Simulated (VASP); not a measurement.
# Rh: Rh into a neighbouring Rh vacancy, part 2 of 2

How hard is this move in Rh: Rh into a neighbouring Rh vacancy? Both ends are relaxed first, then a band of images between them.

VASP 6.6.1; PBEsol; plane waves and PAW (Rh).

So far. Step 3 (Relax the start): The run ended after 7 ionic steps, 0.223 eV below its first step, once the forces on the free atoms met EDIFFG = -0.05. Step 4 (Relax the end): The run ended after 6 ionic steps, 0.238 eV below its first step, once the forces on the free atoms met EDIFFG = -0.05.

## Step 5: Nudged elastic band

Images on a straight line between the ends relax across the path, while springs keep them spaced along it.

The input, INCAR:

```
SYSTEM = Rh
PREC = Normal
ENCUT = 280
EDIFF = 1E-05
NELM = 120
ISMEAR = 1
SIGMA = 0.15
LREAL = Auto
ALGO = Fast
GGA = PS
NBANDS = 162
LASPH = .TRUE.
LWAVE = .FALSE.
LCHARG = .FALSE.
NCORE = 2
IMAGES = 3
SPRING = -5
IBRION = 1
POTIM = 0.3
NSW = 50
EDIFFG = -0.05
ISYM = 0
ISIF = 0
```

The input, POSCAR:

```
Rh
1.0
    7.5439852488      0.0000000000      0.0000000000
    0.0000000000      7.5439852488      0.0000000000
    0.0000000000      0.0000000000      7.5439852488
Rh
31
Direct
    0.7487597520      0.2488459545      0.9996154173
    0.7484799531      0.0000971164      0.2482364103
    0.9999302224      0.0000037400      0.9997590639
    0.2514492193      0.2486295050      0.9997268961
    0.4999922118      0.4999675402      0.9995625515
    0.7488278975      0.7509874182      0.9997500315
    0.2510595800      0.9997955804      0.2486650585
    0.4998905597      0.2488582246      0.2487483253
    0.7498866546      0.4996775151      0.2496790884
    0.5001826664      0.9999209685      0.4999067442
    0.7501954590      0.2499496697      0.4996088709
    0.7492379813      0.9999265462      0.7507639452
    0.0000571042      0.4997935087      0.9997101443
    0.2508446719      0.7509157461      0.9997765272
    0.9999648521      0.2498404589      0.2496209354
    0.2499970891      0.4997765139      0.2496839795
    0.4998789623      0.7510387683      0.2485051024
    0.9999627113      0.9997270078      0.4995551153
    0.2499384951      0.2498350822      0.4996992108
    0.5000313790      0.5001837985      0.4997650004
    0.7500578460      0.7499365335      0.4994810088
    0.2511701590      0.9999011939      0.7509149963
    0.5001800327      0.2488973125      0.7507716608
    0.7502418312      0.4999949672      0.7496010706
    0.9997464818      0.7497880262      0.2497399546
    0.0000609937      0.4998289110      0.4995486596
    0.2500031941      0.7497793453      0.4996496226
    0.0002696981      0.2499533701      0.7496705841
    0.2501692897      0.4999028438      0.7495322514
    0.5000664545      0.7513019116      0.7511728222
    0.0001269976      0.7497527566      0.7496264336
```

The input, KPOINTS:

```
Automatic mesh
0
Monkhorst-Pack
3 3 3
0 0 0
```

The input, 00/POSCAR:

```
Rh
1.0
    7.5439852488      0.0000000000      0.0000000000
    0.0000000000      7.5439852488      0.0000000000
    0.0000000000      0.0000000000      7.5439852488
Rh
31
Direct
    0.7487597520      0.2488459545      0.9996154173
    0.7484799531      0.0000971164      0.2482364103
    0.9999302224      0.0000037400      0.9997590639
    0.2514492193      0.2486295050      0.9997268961
    0.4999922118      0.4999675402      0.9995625515
    0.7488278975      0.7509874182      0.9997500315
    0.2510595800      0.9997955804      0.2486650585
    0.4998905597      0.2488582246      0.2487483253
    0.7498866546      0.4996775151      0.2496790884
    0.5001826664      0.9999209685      0.4999067442
    0.7501954590      0.2499496697      0.4996088709
    0.7492379813      0.9999265462      0.7507639452
    0.0000571042      0.4997935087      0.9997101443
    0.2508446719      0.7509157461      0.9997765272
    0.9999648521      0.2498404589      0.2496209354
    0.2499970891      0.4997765139      0.2496839795
    0.4998789623      0.7510387683      0.2485051024
    0.9999627113      0.9997270078      0.4995551153
    0.2499384951      0.2498350822      0.4996992108
    0.5000313790      0.5001837985      0.4997650004
    0.7500578460      0.7499365335      0.4994810088
    0.2511701590      0.9999011939      0.7509149963
    0.5001800327      0.2488973125      0.7507716608
    0.7502418312      0.4999949672      0.7496010706
    0.9997464818      0.7497880262      0.2497399546
    0.0000609937      0.4998289110      0.4995486596
    0.2500031941      0.7497793453      0.4996496226
    0.0002696981      0.2499533701      0.7496705841
    0.2501692897      0.4999028438      0.7495322514
    0.5000664545      0.7513019116      0.7511728222
    0.0001269976      0.7497527566      0.7496264336
```

The input, 01/POSCAR:

```
Rh
1.0
    7.5439852488      0.0000000000      0.0000000000
    0.0000000000      7.5439852488      0.0000000000
    0.0000000000      0.0000000000      7.5439852488
Rh
31
Direct
    0.6869099432      0.1869990622      0.9994031232
    0.7489565465      0.0004432557      0.2480610169
    0.9997956808      0.0003437392      0.9995440028
    0.2511216769      0.2490189902      0.9995448144
    0.5003446984      0.4997084483      0.9994009962
    0.7491801938      0.7508601257      0.9994932314
    0.2508906102      0.9998715338      0.2487398440
    0.5003206129      0.2492281280      0.2484355608
    0.7500066072      0.4995812721      0.2492655814
    0.5002177808      0.9999729831      0.4996330571
    0.7501599992      0.2500254993      0.4994374894
    0.7494749299      1.0002867499      0.7505831354
   -0.0001728386      0.4996881427      0.9995834343
    0.2506932530      0.7507643416      0.9995685539
    0.9997446587      0.2499535633      0.2491891188
    0.2500575645      0.4998914500      0.2495419233
    0.5000184602      0.7508000698      0.2485698572
    1.0000172068      0.9998754134      0.4993943487
    0.2499467014      0.2499398462      0.4994598572
    0.5000583355      0.5002305583      0.4995919828
    0.7501218814      0.7500117401      0.4993558430
    0.2509566788      1.0000158329      0.7503232860
    0.5004022664      0.2492412574      0.7504957224
    0.7502203149      0.4998002196      0.7497186971
    0.9999324668      0.7499210015      0.2495914238
    0.0001382675      0.4999579231      0.4994737090
    0.2501064663      0.7499358970      0.4994682122
   -0.0000932914      0.2500697414      0.7498512772
    0.2501781248      0.5000072684      0.7493939400
    0.5000689346      0.7510308592      0.7506119619
    0.0001791162      0.7499176452      0.7494906119
```

The input, 02/POSCAR:

```
Rh
1.0
    7.5439852488      0.0000000000      0.0000000000
    0.0000000000      7.5439852488      0.0000000000
    0.0000000000      0.0000000000      7.5439852488
Rh
31
Direct
    0.6250601344      0.1251521698      0.9991908292
    0.7494331399      0.0007893950      0.2478856235
    0.9996611392      0.0006837384      0.9993289417
    0.2507941344      0.2494084753      0.9993627327
    0.5006971849      0.4994493564      0.9992394408
    0.7495324900      0.7507328332      0.9992364312
    0.2507216404      0.9999474872      0.2488146296
    0.5007506662      0.2495980314      0.2481227963
    0.7501265598      0.4994850290      0.2488520743
    0.5002528952      1.0000249978      0.4993593700
    0.7501245393      0.2501013290      0.4992661078
    0.7497118786      1.0006469536      0.7504023256
   -0.0004027815      0.4995827766      0.9994567242
    0.2505418340      0.7506129370      0.9993605806
    0.9995244653      0.2500666677      0.2487573021
    0.2501180400      0.5000063860      0.2493998672
    0.5001579582      0.7505613714      0.2486346120
    1.0000717022      1.0000238191      0.4992335822
    0.2499549076      0.2500446101      0.4992205036
    0.5000852921      0.5002773180      0.4994189652
    0.7501859168      0.7500869467      0.4992306772
    0.2507431986      1.0001304719      0.7497315758
    0.5006245002      0.2495852023      0.7502197840
    0.7501987986      0.4996054720      0.7498363235
    1.0001184519      0.7500539768      0.2494428931
    0.0002155412      0.5000869352      0.4993987584
    0.2502097384      0.7500924488      0.4992868017
   -0.0004562809      0.2501861127      0.7500319704
    0.2501869600      0.5001116930      0.7492556286
    0.5000714148      0.7507598068      0.7500511016
    0.0002312348      0.7500825338      0.7493547902
```

The input, 03/POSCAR:

```
Rh
1.0
    7.5439852488      0.0000000000      0.0000000000
    0.0000000000      7.5439852488      0.0000000000
    0.0000000000      0.0000000000      7.5439852488
Rh
31
Direct
    0.5632103255      0.0633052775      0.9989785352
    0.7499097333      0.0011355344      0.2477102301
    0.9995265976      0.0010237375      0.9991138806
    0.2504665920      0.2497979604      0.9991806510
    0.5010496715      0.4991902645      0.9990778854
    0.7498847862      0.7506055406      0.9989796310
    0.2505526707      1.0000234405      0.2488894152
    0.5011807194      0.2499679347      0.2478100318
    0.7502465123      0.4993887860      0.2484385672
    0.5002880096      1.0000770124      0.4990856829
    0.7500890794      0.2501771586      0.4990947263
    0.7499488272      1.0010071573      0.7502215158
   -0.0006327243      0.4994774106      0.9993300142
    0.2503904150      0.7504615324      0.9991526074
    0.9993042719      0.2501797721      0.2483254854
    0.2501785154      0.5001213221      0.2492578110
    0.5002974561      0.7503226730      0.2486993668
    1.0001261977      1.0001722248      0.4990728156
    0.2499631138      0.2501493741      0.4989811500
    0.5001122486      0.5003240778      0.4992459475
    0.7502499522      0.7501621533      0.4991055114
    0.2505297185      1.0002451109      0.7491398656
    0.5008467339      0.2499291472      0.7499438456
    0.7501772822      0.4994107243      0.7499539500
    1.0003044369      0.7501869520      0.2492943624
    0.0002928150      0.5002159474      0.4993238077
    0.2503130106      0.7502490006      0.4991053912
   -0.0008192705      0.2503024841      0.7502126635
    0.2501957952      0.5002161177      0.7491173171
    0.5000738950      0.7504887543      0.7494902413
    0.0002833534      0.7502474225      0.7492189686
```

The input, 04/POSCAR:

```
Rh
1.0
    7.5439852488      0.0000000000      0.0000000000
    0.0000000000      7.5439852488      0.0000000000
    0.0000000000      0.0000000000      7.5439852488
Rh
31
Direct
    0.5013605167      0.0014583852      0.9987662411
    0.7503863267      0.0014816737      0.2475348367
    0.9993920560      0.0013637367      0.9988988195
    0.2501390495      0.2501874456      0.9989985693
    0.5014021581      0.4989311726      0.9989163301
    0.7502370825      0.7504782481      0.9987228309
    0.2503837009      1.0000993939      0.2489642007
    0.5016107726      0.2503378381      0.2474972673
    0.7503664649      0.4992925430      0.2480250602
    0.5003231240      1.0001290270      0.4988119958
    0.7500536196      0.2502529882      0.4989233448
    0.7501857758      1.0013673610      0.7500407060
   -0.0008626671      0.4993720446      0.9992033042
    0.2502389961      0.7503101279      0.9989446341
    0.9990840785      0.2502928765      0.2478936688
    0.2502389908      0.5002362582      0.2491157548
    0.5004369540      0.7500839745      0.2487641216
    1.0001806932      1.0003206304      0.4989120490
    0.2499713201      0.2502541380      0.4987417964
    0.5001392051      0.5003708375      0.4990729299
    0.7503139876      0.7502373599      0.4989803456
    0.2503162383      1.0003597499      0.7485481553
    0.5010689676      0.2502730921      0.7496679072
    0.7501557659      0.4992159767      0.7500715764
    1.0004904219      0.7503199273      0.2491458316
    0.0003700887      0.5003449595      0.4992488571
    0.2504162828      0.7504055523      0.4989239808
   -0.0011822600      0.2504188554      0.7503933567
    0.2502046303      0.5003205423      0.7489790057
    0.5000763751      0.7502177019      0.7489293810
    0.0003354720      0.7504123111      0.7490831469
```

Potentials, in the order of the species: Rh (PBE family, release 64).

The run is started by

```
mpirun -np 6 vasp_std
```

Wall time 33 min (6 MPI ranks of AMD EPYC 9R14 (Zen 4), shared host); peak memory 1.5 GiB.

The band used up its steps before its forces met the threshold, so no barrier is taken from it.

## Step 6: What came out

```yaml
result: none
```

**Reading.** The session ends without its result: «nudged elastic band» used up its steps.

[Lines on the potential files, build, host, timing and source positions are cut from VASP's logs without a mark.]

[Logs are printed without paths, hosts, clocks, repeated set-up lines and the standing remarks that a program may print on its own settings, such as how far it seeks lower states.]

[Hosts, paths, dates, database ids (printed as entryN), source tags and the programs' standing remarks are cut or masked in the printed files.]

[Runs that stopped without an error message from VASP are left out.]
